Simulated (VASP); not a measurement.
Data:

```
CELL_PARAMETERS angstrom
     -1.58037     1.58037     1.58037
      1.58037    -1.58037     1.58037
      1.58037     1.58037    -1.58037
ATOMIC_POSITIONS crystal
  W  0.00000 0.00000 0.00000
```

Computed with PBE GGA with D3 dispersion (zero damping), VASP's PBE PAW potentials (set 64) (plane waves; VASP 6.6.1). Numerical set-up: 520 eV cut-off, 18×18×18 Γ-centred mesh, tetrahedra with Blöchl corrections, potentials W_sv.

Unless said otherwise, spin-orbit coupling is left out, though it shifts the bands of the heavy elements here.

Q: Estimate the energy per atom (σ→0), band gap (on the k-mesh) with the smallest direct gap where there is one.

A: 
| Property | Result |
|---|---|
| band gap (on the k-mesh) | none (metal, semimetal or under 0.01 eV) |
| energy per atom (σ→0) | -13.569 eV/atom |

Only differences to runs with the same potentials and settings are physical.

The compound is W in the bcc structure. It was relaxed first.
